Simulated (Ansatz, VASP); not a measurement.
# Cross-check of Hf (Hafnium) between VASP and Ansatz

One calculation is typed for both programs; each brings its own data sets. How far apart do they land? The cell is taken from a series of runs on this material, whose earlier steps may have relaxed, scaled, displaced or heated it; both programs get it as it stands.

Calculated with Ansatz 0.2.0; plane waves, with VASP 6.6.1 beside it; zone-centre phonons at LDA.

## (1) Starting point

It takes space group P6_3/mmc (No. 194, hexagonal). The conventional cell has a = 3.164 Å, b = 3.164 Å, c = 4.997 Å, α = 90.00°, β = 90.00°, γ = 120.00°. Nearest to Hf lie 12 Hf at 3.10 to 3.16 Å.

## (2) Ansatz: zone-centre phonons, LDA

Ansatz runs on its PAW soft_1 files.

Second derivatives magnify differences that forces hide, and they need a tight electronic threshold.

input.yaml

```yaml
crystal:
  lattice:
    - [3.1640483083, 0.0, 0.0]
    - [-1.5820241541, 2.7401462138, 0.0]
    - [0.0, 0.0, 4.9969354666]
  atoms:
    - { symbol: Hf, position: [0.3333333333, 0.6666666667, 0.25] }
    - { symbol: Hf, position: [0.6666666667, 0.3333333333, 0.75] }
kpoints:
  mp_grid: { grid: [15, 15, 8] }
hamiltonian:
  xc: lda
  pseudopotentials: { kind: paw, azcp: { folder: soft_1 }, xc_functional: pbe }
scf:
  occupations: { method: methfessel_paxton, width: 0.2 }
output:
  eigenvalues: true
phonons:
  method: dfpt
```

Started as:

```bash
$ ansatz run input.yaml --threads 4 --pin off --max-ram 10240MiB --backend cpu --events-out ev --progress --plain --runs-dir out
```

Numbers of over 12 decimals in the logs are rounded to 6 here.

The program printed:

```text
zone centre: on kpoints.mp_grid the ground state, and the responses unless they are solved on pairs of k-points, stand on 320 of the mesh's 1800 k-points, reduced under 4 symmetry operations, with k and −k counted as one. Each operation leaves every solved displacement unchanged or reverses it
Engine: ansatz 0.2.0, x86_64-unknown-linux-gnu
Pseudopotentials: kind: paw
Pseudopotential: Hf, paw, valence charge 26, recommended cutoff 420 eV (normal), soft_1/Hf.paw.azcp
Functional definition: SPW92
  exchange = slater_x
  correlation = pw_c
Crystal: 2 atoms, lattice volume = 43.323 Å³
Basis set: ecut = 420 eV, 845 PW (Γ), exchange–correlation on 48×48×72 points (8 copies of the dense FFT grid, shifted against one another)
Bands: 32, of which v1, the nominal top of the filled ones, is band 26 counted from 1 (25 counted from 0)
Symmetry: 24 space group operations
k-points: 320 of 1800 (irreducible under 4 space group operations, time reversal used)
Non-local potential: Hf, projectors of the file, l = 0: 3, l = 1: 2, l = 2: 2, l = 3: 3
PAW form: soft (Blöchl's): semilocal exchange-correlation on the pseudo side does not see the compensation charge
PAW frozen core: Hf, regenerated for the run's functional, and the local potential with it (the file was generated under x = pbe(κ = 0.804, μ = 0.219515), c = pbe(β = 0.066725))
PAW one-centre angular grid: Hf, 590 points (default); XC on 64 Gauss nodes
Initial density: superposition of atomic densities (chi_scale 0.1, normalization cell)
Initial wavefunctions: pseudopotential atomic-orbital guess
Functional: x = slater, c = lda
SCF iter   1: F=—  HF=-30955.189395 eV  |F-HF|=—  |Δ(HF+E_count)|=         —  Δρ=3.36e-2  dr2=5.91e-1  ethr=3.10e-3  ⟨swp⟩=4.9  Hψ=34775  notcnv=0
preconditioner: auto → Kerker (q_TF=auto, 2.813 Å⁻¹)  [metal: Δε(μ)=0.039 eV  Ē_g=16.955 eV  σ=0.200 eV  W_gap=0.16  n_scr=22 (ndim 8)  ℏωp=39.1 eV  f_vac=0.000  D(μ)=1.31/eV (n_scr^D=8)]
SCF iter   2: F=—  HF=-30955.055840 eV  |F-HF|=—  |Δ(HF+E_count)|=   1.34e-1  S|Δr|=    0.00e0  Δρ=2.12e-2  dr2=2.35e-1  ethr=1.14e-3  ⟨swp⟩=1.9  Hψ=15437  notcnv=0  defer=12
SCF iter   3: F=—  HF=-30954.999434 eV  |F-HF|=—  |Δ(HF+E_count)|=   5.64e-2  S|Δr|=    0.00e0  Δρ=7.79e-3  dr2=3.06e-2  ethr=4.53e-4  ⟨swp⟩=2.0  Hψ=16011  notcnv=0  defer=26
SCF iter   4: F=—  HF=-30954.960206 eV  |F-HF|=—  |Δ(HF+E_count)|=   3.92e-2  S|Δr|=    0.00e0  Δρ=3.05e-3  dr2=2.03e-3  ethr=5.88e-5  ⟨swp⟩=2.0  Hψ=18474  notcnv=0  defer=26
SCF iter   5: F=—  HF=-30954.961239 eV  |F-HF|=—  |Δ(HF+E_count)|=   1.03e-3  S|Δr|=    0.00e0  Δρ=7.10e-4  dr2=2.17e-4  ethr=3.90e-6  ⟨swp⟩=2.7  Hψ=18103  notcnv=0  defer=30
SCF iter   6: F=—  HF=-30954.961413 eV  |F-HF|=—  |Δ(HF+E_count)|=   1.74e-4  S|Δr|=    0.00e0  Δρ=1.51e-4  dr2=8.70e-6  ethr=4.18e-7  ⟨swp⟩=2.0  Hψ=18501  notcnv=0  defer=30
SCF iter   7: F=—  HF=-30954.961425 eV  |F-HF|=—  |Δ(HF+E_count)|=   1.17e-5  S|Δr|=    0.00e0  Δρ=3.33e-5  dr2=5.17e-7  ethr=1.67e-8  ⟨swp⟩=2.2  Hψ=18666  notcnv=0  defer=30
SCF iter   8: F=—  HF=-30954.961425 eV  |F-HF|=—  |Δ(HF+E_count)|=   1.80e-7  S|Δr|=    0.00e0  Δρ=5.97e-6  dr2=1.72e-8  ethr=9.94e-10  ⟨swp⟩=2.4  Hψ=14719  notcnv=0  defer=137
SCF iter   9: F=—  HF=-30954.961425 eV  |F-HF|=—  |Δ(HF+E_count)|=   4.49e-9  S|Δr|=    0.00e0  Δρ=1.18e-6  dr2=4.87e-10  ethr=3.30e-11  ⟨swp⟩=2.3  Hψ=18048  notcnv=0  defer=137
SCF iter  10: F=—  HF=-30954.961425 eV  |F-HF|=—  |Δ(HF+E_count)|=  1.46e-11  S|Δr|=    0.00e0  Δρ=2.27e-7  dr2=1.90e-11  ethr=1.00e-12  ⟨swp⟩=2.5  Hψ=18302  notcnv=0  defer=137
SCF iter  11: F=-30954.961425 eV  HF=-30954.961425 eV  |F-HF|=3.64e-12  |Δ(HF+E_count)|=  1.46e-11  S|Δr|=    0.00e0  Δρ=6.71e-8  dr2=9.62e-13  ethr=1.00e-12  ⟨swp⟩=10.4  Hψ=60073  notcnv=0
the search or the solves at the SCF's close seem to have found levels that the self-consistency loop had missed (the run counts 3). By its estimate they hold under 1e-12 electrons; where the run keeps them, the occupations were computed again with them
SCF 1 converged in 11 iterations: F = -30954.961425 eV  dr2 = 9.62e-13
  greatest PAW one-centre occupation: 0.998 electrons in one spin orbital (limit 2), on the Hf atom at site 1 (counted from 0), in its partial waves of l = 3
DFPT response loops at Γ: preconditioner auto → Kerker (q_TF=auto, 2.813 Å⁻¹) (partly filled bands, converged f_vac=0.000); β = 1.00, the filter's whole step (`scf.mixing.beta` (0.50) is not read by the response loops under this deck's `scf.mixing.preconditioner`; to damp them name `kerker` or `kerker_dos`, under which they read `scf.mixing.beta`, and type it under 1.00, their step now; both keys bind the ground state too); Broyden in place of MSR1
SCF converged after 11 iterations
Stability not checked: this state was not tested for a lower state beside it, because cold or Methfessel-Paxton smearing, or corrected tetrahedra, fill the levels in a way that the test cannot read (fill_not_monotonic; see scf.lower_state_search)
Free energy (F): -30954.961425 eV
Harris-Foulkes:  -30954.961425 eV  (|F-HF|=3.64e-12)
Internal energy: -30954.965414 eV  (E = F + TS)
E sigma→0 (E₀):  -30954.962423 eV
Entropy (-TS):   0.003989 eV (1.994 meV/atom)
Fermi energy:    18.489826 eV
--- Per-component energies (eV) ---
  E_band       = -0.009687
  E_kinetic    = 821.566319
  E_local      = -12485.693257  (includes V_loc(G=0)·N_el)
  E_nonlocal   = 142.893540
  E_hartree    = 6081.783317
  E_xc         = -529.659927
  E_vxc        = -510.987971  (∫ρ·V_xc dr)
  E_paw        = -14907.099423  (= ΣΔE_a)
  E_vpaw       = -131.355142  (= ΣTr[D̂ρ^β])
  E_aug_tail   = 0.000206  (compensation charges beyond the density's cutoff)
  E_ewald      = -10083.670365
  E_core_change = 4.914176  (= ΣΔE_core)
  E_smearing   = 0.003989  (= −TS)
  E_closure    = 0.000000  (closes the sum)
  Σ components = -30954.961425   (vs F -30954.961425, Δ=0.00e0)
--- Band table (eV; the first three rows and the last of 320) ---
  k-point 0: bands = [... 22 lower, 11.0138, 14.6589, 19.3714, 19.5842, 19.5842, 19.8953, 20.4362, 20.4362, ... 2 higher]
  k-point 1: bands = [... 22 lower, 11.1645, 14.5970, 19.1311, 19.4952, 19.4952, 19.7678, 20.3110, 20.3110, ... 2 higher]
  k-point 2: bands = [... 22 lower, 11.5993, 14.3489, 18.6859, 19.3685, 19.3685, 19.4275, 20.0182, 20.0182, ... 2 higher]
  k-point 319: bands = [... 22 lower, 15.5270, 15.5270, 17.6919, 17.6919, 18.4551, 18.4551, 20.6748, 20.6748, ... 2 higher]
--- Phonons (Γ-DFPT): 2 representative perturbations + reference, on 320 of 1800 k-points (Σ response iterations 6) ---
  k mesh reduced under 4 symmetry operations, with k and −k counted as one. Each operation leaves every solved displacement unchanged or reverses it
  ASR residual: 3.162e-5 → 0.000e0 eV/Å²; symmetrization residual: 1.371e-9 eV/Å²
  ASR residual per site (eV/Å²): 3.16e-5 3.16e-5
  Γ frequencies (cm⁻¹): 0.00 0.00 0.00 75.08 75.08 97.71
  non-analytic LO–TO correction: not included (Born effective charges unavailable; polar crystals: no LO–TO splitting at Γ)
```

## (3) VASP: zone-centre phonons, LDA

The same cell, functional (in two slightly different forms), mesh and smearing now go to VASP, with its own data sets.

Lines of VASP's logs that name or quote its potential files are left out, and so is its time.

INCAR

```
SYSTEM = Hf
PREC = Accurate
ENCUT = 500
EDIFF = 1E-08
NELM = 120
ISMEAR = 1
SIGMA = 0.2
LREAL = .FALSE.
ALGO = Normal
GGA = CA
NBANDS = 16
LASPH = .TRUE.
LORBIT = 11
LWAVE = .FALSE.
LCHARG = .FALSE.
ISIF = 2
IBRION = 8
GGA_COMPAT = .FALSE.
KPAR = 2
```

POSCAR

```
Hf
1.0
    3.1640483083      0.0000000000      0.0000000000
   -1.5820241541      2.7401462138      0.0000000000
    0.0000000000      0.0000000000      4.9969354666
Hf
2
Direct
    0.3333333333      0.6666666667      0.2500000000
    0.6666666667      0.3333333333      0.7500000000
```

KPOINTS

```
Automatic mesh
0
Gamma
15 15 8
0 0 0
```

Potentials, in the order of the species: Hf_pv (LDA family, release 64).

Started as:

```bash
$ mpirun -np 2 vasp_std
```

The program printed:

```text
[banner, memory and clock lines left out]
running    2 mpi-ranks, on    1 nodes
 distrk:  each k-point on    1 cores,    2 groups
 distr:  one band on    1 cores,    1 groups

 POSCAR found type information on POSCAR Hf
 POSCAR found :  1 types and       2 ions
 LDA part: xc-table for (Slater(with rela. corr.)+CA(PZ))
 , standard interpolation
 POSCAR, INCAR and KPOINTS ok, starting setup
 FFT: planning ... GRIDC
 FFT: planning ... GRID_SOFT
 FFT: planning ... GRID
 WAVECAR not read
 entering main loop
       N       E                     dE             d eps       ncg     rms          rms(c)
DAV:   1     0.444939628410E+02    0.44494E+02   -0.11446E+04  4360   0.116E+03
DAV:   2    -0.206069342181E+02   -0.65101E+02   -0.63739E+02  5664   0.245E+02
DAV:   3    -0.221052240334E+02   -0.14983E+01   -0.14923E+01  5808   0.258E+01
DAV:   4    -0.221159663445E+02   -0.10742E-01   -0.10739E-01  5248   0.267E+00
DAV:   5    -0.221161086902E+02   -0.14235E-03   -0.14233E-03  5736   0.248E-01    0.664E+01
DAV:   6    -0.215674177294E+02    0.54869E+00   -0.48960E-01  5200   0.457E+00    0.391E+01
DAV:   7    -0.213754691587E+02    0.19195E+00   -0.77333E-01  5280   0.552E+00    0.187E+00
DAV:   8    -0.213659979861E+02    0.94712E-02   -0.47687E-02  4976   0.151E+00    0.338E-01
DAV:   9    -0.213660805921E+02   -0.82606E-04   -0.10077E-03  5912   0.232E-01    0.179E-01
DAV:  10    -0.213660756399E+02    0.49522E-05   -0.44042E-05  5128   0.475E-02    0.183E-01
DAV:  11    -0.213660729753E+02    0.26646E-05   -0.40543E-06  5960   0.129E-02    0.113E-02
DAV:  12    -0.213660729318E+02    0.43573E-07   -0.41199E-07  4952   0.434E-03    0.682E-03
DAV:  13    -0.213660729186E+02    0.13136E-07   -0.25246E-08  4688   0.117E-03    0.135E-03
DAV:  14    -0.213660729190E+02   -0.37653E-09   -0.17775E-09  3088   0.352E-04
   1 F= -.21366073E+02 E0= -.21367355E+02  d E =0.384716E-02
 Linear response reoptimize wavefunctions to high precision
DAV:   1    -0.213660729188E+02    0.17462E-09   -0.29130E-10  3408   0.137E-04
DAV:   2    -0.213660729189E+02   -0.27285E-10   -0.54398E-11  2656   0.602E-05
 Linear response DOF=           2
 Linear response progress:
  Degree of freedom:   1/  2
       N       E                     dE             d eps       ncg     rms          rms(c)
RMM:   1    -0.199019208760E+00   -0.19902E+00    0.45756E+00 18591   0.118E+01
RMM:   2    -0.204430481115E+00   -0.54113E-02   -0.37576E-02 27709   0.121E+00    0.600E-01
RMM:   3    -0.203696662389E+00    0.73382E-03   -0.43742E-03 34851   0.256E-01    0.122E-01
RMM:   4    -0.203357283274E+00    0.33938E-03   -0.48971E-04 41284   0.884E-02    0.192E-01
RMM:   5    -0.202980743278E+00    0.37654E-03   -0.43218E-05 38161   0.354E-02    0.144E-02
RMM:   6    -0.202890977556E+00    0.89766E-04   -0.49767E-05 42596   0.139E-02    0.309E-02
RMM:   7    -0.202899490654E+00   -0.85131E-05   -0.50841E-05 38338   0.599E-03    0.377E-02
RMM:   8    -0.202888539339E+00    0.10951E-04   -0.15883E-05 39072   0.251E-03    0.903E-03
RMM:   9    -0.202888251262E+00    0.28808E-06   -0.15078E-05 42631   0.769E-04    0.443E-03
RMM:  10    -0.202888266703E+00   -0.15441E-07   -0.73377E-06 41458   0.325E-04    0.685E-04
RMM:  11    -0.202888210630E+00    0.56073E-07   -0.41075E-06 41934   0.207E-04    0.715E-04
RMM:  12    -0.202888163199E+00    0.47431E-07   -0.20937E-06 40854   0.854E-05    0.618E-05
RMM:  13    -0.202888213763E+00   -0.50565E-07   -0.12079E-06 40053   0.512E-05    0.693E-05
RMM:  14    -0.202888226863E+00   -0.13100E-07   -0.57297E-07 39068   0.357E-05    0.645E-06
RMM:  15    -0.202888234347E+00   -0.74835E-08   -0.31566E-07 34263   0.290E-05    0.267E-05
RMM:  16    -0.202888239293E+00   -0.49458E-08   -0.15703E-07 30983   0.258E-05    0.694E-06
RMM:  17    -0.202888241108E+00   -0.18149E-08   -0.85451E-08 26509   0.239E-05    0.718E-07
 first order change of Fermi-energy  -0.33066E-05
 force on displaced ion       1 direction 1 :  -1.822  -0.000   0.000
 Linear response progress:
  Degree of freedom:   2/  2
       N       E                     dE             d eps       ncg     rms          rms(c)
RMM:   1    -0.240351325861E+00   -0.24035E+00    0.48386E+00  6433   0.122E+01
RMM:   2    -0.250652851097E+00   -0.10302E-01   -0.43369E-02  9549   0.124E+00    0.739E-01
RMM:   3    -0.250021510923E+00    0.63134E-03   -0.41426E-03 11225   0.276E-01    0.206E-01
RMM:   4    -0.249770412436E+00    0.25110E-03   -0.21106E-04 13286   0.941E-02    0.206E-01
RMM:   5    -0.249523079854E+00    0.24733E-03    0.17075E-04 13079   0.418E-02    0.489E-02
RMM:   6    -0.249455450578E+00    0.67629E-04    0.30672E-05 11327   0.182E-02    0.473E-02
RMM:   7    -0.249474261417E+00   -0.18811E-04    0.15571E-05 12510   0.642E-03    0.193E-02
RMM:   8    -0.249479290127E+00   -0.50287E-05    0.30661E-05 13356   0.316E-03    0.369E-03
RMM:   9    -0.249472627533E+00    0.66626E-05    0.19384E-05 13604   0.172E-03    0.188E-03
RMM:  10    -0.249472993934E+00   -0.36640E-06    0.84764E-06 13088   0.544E-04    0.495E-04
RMM:  11    -0.249473100320E+00   -0.10639E-06    0.62294E-06 13885   0.223E-04    0.122E-04
RMM:  12    -0.249473524164E+00   -0.42384E-06    0.96750E-07 14065   0.783E-05    0.537E-05
RMM:  13    -0.249473513090E+00    0.11075E-07    0.76998E-07 13427   0.479E-05    0.188E-05
RMM:  14    -0.249473611212E+00   -0.98122E-07   -0.19146E-07 13737   0.296E-05    0.809E-06
RMM:  15    -0.249473582848E+00    0.28364E-07    0.93055E-09 12343   0.208E-05    0.466E-06
RMM:  16    -0.249473576687E+00    0.61609E-08    0.87363E-08 10842   0.173E-05    0.509E-07
 first order change of Fermi-energy  -0.16273E-03
 force on displaced ion       1 direction 3 :  -0.000  -0.000  -3.146
 Linear response finished
```

Parts of OUTCAR (step 3):

```text
ion  position               nearest neighbor table
   1  0.333  0.667  0.250-   2 3.10   2 3.10   2 3.10   2 3.10   2 3.10   2 3.10
   2  0.667  0.333  0.750-   1 3.10   1 3.10   1 3.10   1 3.10   1 3.10   1 3.10

  LATTYP: Found a hexagonal cell.
 ALAT       =     3.1640483083
 C/A-ratio  =     1.5792854532

 Subroutine GETGRP returns: Found 24 space group operations
 (whereof 12 operations were pure point group operations)

The static configuration has the point symmetry D_3d.
 The point group associated with its full space group is D_6h.

 Found    135 irreducible k-points:

   k-points           NKPTS =    135   k-points in BZ     NKDIM =    135   number of bands    NBANDS=     16

   dimension x,y,z NGX =    24 NGY =   24 NGZ =   36
   dimension x,y,z NGXF=    48 NGYF=   48 NGZF=   72

   ENCUT  =  500.0 eV  36.75 Ry    6.06 a.u.   5.77  5.77  9.11*2*pi/ulx,y,z

   NELECT =      20.0000    total number of electrons

 k-points in reciprocal lattice and weights: Automatic mesh
   0.00000000  0.00000000  0.00000000       0.001
   0.06666667 -0.00000000  0.00000000       0.003
   0.13333333 -0.00000000  0.00000000       0.003
   0.20000000 -0.00000000  0.00000000       0.003
   0.26666667 -0.00000000  0.00000000       0.003
   0.33333333 -0.00000000  0.00000000       0.003
   0.40000000  0.00000000  0.00000000       0.003
   0.46666667 -0.00000000  0.00000000       0.003
   0.06666667  0.06666667  0.00000000       0.003
[...]
0.33333333  0.26666667  0.50000000       0.007
   0.33333333  0.33333333  0.50000000       0.001

 average (electrostatic) potential at core
       1 -37.3603       2 -37.3603

  Total       -1.1796254     -1.1796254     -1.1910741     -0.0000000     -0.0000000      0.0000000
  in kB      -43.6248653    -43.6248653    -44.0482610     -0.0000000     -0.0000000      0.0000000
  external PRESSURE =     -43.7659972 kB  Pullay stress =       0.0000000 kB

  energy-cutoff  :      500.00
  volume of cell :       43.32
      direct lattice vectors                 reciprocal lattice vectors
     3.164048308  0.000000000  0.000000000     0.316050800  0.182472015  0.000000000
    -1.582024154  2.740146214  0.000000000     0.000000000  0.364944029  0.000000000
     0.000000000  0.000000000  4.996935467     0.000000000  0.000000000  0.200122657

 POSITION                                       TOTAL-FORCE (eV/Angst)
 -----------------------------------------------------------------------------------
     -0.00000      1.82676      1.24923        -0.000000      0.000000      0.000000
      1.58202      0.91338      3.74770         0.000000      0.000000      0.000000
 -----------------------------------------------------------------------------------
    total drift:                               -0.000000      0.000000     -0.000000

 Eigenvectors and eigenvalues of the dynamical matrix
 ----------------------------------------------------

   1 f  =    2.935399 THz    18.443654 2PiTHz   97.914363 cm-1    12.139828 meV
             X         Y         Z           dx          dy          dz
     -0.000000  1.826764  1.249234     0.000000    0.000000    0.707107
      1.582024  0.913382  3.747702     0.000000    0.000000   -0.707107

   2 f  =    2.234044 THz    14.036910 2PiTHz   74.519673 cm-1     9.239258 meV
             X         Y         Z           dx          dy          dz
     -0.000000  1.826764  1.249234     0.442921    0.551200    0.000000
      1.582024  0.913382  3.747702    -0.442921   -0.551200    0.000000

   3 f  =    2.234044 THz    14.036910 2PiTHz   74.519673 cm-1     9.239258 meV
             X         Y         Z           dx          dy          dz
     -0.000000  1.826764  1.249234    -0.551200    0.442921    0.000000
      1.582024  0.913382  3.747702     0.551200   -0.442921    0.000000

   4 f  =    0.000000 THz     0.000000 2PiTHz    0.000001 cm-1     0.000000 meV
             X         Y         Z           dx          dy          dz
     -0.000000  1.826764  1.249234     0.632778   -0.315582    0.000000
      1.582024  0.913382  3.747702     0.632778   -0.315582    0.000000

   5 f  =    0.000000 THz     0.000000 2PiTHz    0.000000 cm-1     0.000000 meV
             X         Y         Z           dx          dy          dz
     -0.000000  1.826764  1.249234    -0.315582   -0.632778    0.000000
      1.582024  0.913382  3.747702    -0.315582   -0.632778    0.000000

   6 f  =    0.000000 THz     0.000000 2PiTHz    0.000000 cm-1     0.000000 meV
             X         Y         Z           dx          dy          dz
     -0.000000  1.826764  1.249234     0.000000    0.000000    0.707107
      1.582024  0.913382  3.747702     0.000000    0.000000    0.707107

 ELASTIC MODULI CONTR FROM IONIC RELAXATION (kBar)
 Direction    XX          YY          ZZ          XY          YZ          ZX
 --------------------------------------------------------------------------------
 XX        -119.3297    119.3297      0.0000     -0.0000     -0.0000      0.0000
 YY         119.3297   -119.3297     -0.0000     -0.0000      0.0000     -0.0000
 ZZ           0.0000     -0.0000     -0.0000      0.0000      0.0000     -0.0000
 XY          -0.0000     -0.0000      0.0000   -119.3297      0.0000     -0.0000
 YZ          -0.0000      0.0000      0.0000      0.0000     -0.0000      0.0000
 ZX           0.0000     -0.0000     -0.0000     -0.0000      0.0000     -0.0000
 --------------------------------------------------------------------------------
```

## (4) Side by side

Known differences besides the potentials themselves: the two LDA forms differ slightly; the data sets hold 52 valence electrons in Ansatz (on its PAW soft_1 files) and 20 in VASP; the cutoff is 420 eV in Ansatz and 500 eV in VASP; VASP's log shows a relativistic correction to its local exchange, Ansatz's none. Total energies have different zeros and are not compared.

The two programs side by side:

```tsv
quantity	Ansatz	VASP	difference
optical mode 1 to 2 (cm⁻¹)	75.1	74.5	+0.75 %
optical mode 3 (cm⁻¹)	97.7	97.9	-0.21 %
```

Modes are paired by rising frequency, not by their patterns, so a pair may set unlike modes beside each other; they are those without the splitting of longitudinal modes.

## (5) Summary of results

```
r.m.s. difference of the optical zone-centre modes, each program's sorted by frequency (zone-centre phonons, LDA) : 0.47 cm⁻¹
difference in optical mode 1 to 2 (zone-centre phonons, LDA)                                                      : +0.8 %
```

What this shows: The r.m.s. difference of the optical zone-centre modes, each program's sorted by frequency is 0.47 cm⁻¹ (zone-centre phonons, LDA). The data sets hold unlike numbers of valence electrons (52 in Ansatz and 20 in VASP), so part of the differences comes from the potentials. Among the rows given in per cent, the largest difference of the zone-centre phonons, LDA pair is in optical mode 1 to 2, +0.8 %. How closely two codes agree says nothing of how well the functional describes the real material.

[Lines on the potential files, build, host, timing and source positions are cut from VASP's logs without a mark.]

[Logs are printed without paths, hosts, clocks, repeated set-up lines and the standing remarks that a program may print on its own settings, such as how far it seeks lower states.]

[Hosts, paths, dates, database ids (printed as entryN), source tags and the programs' standing remarks are cut or masked in the printed files.]
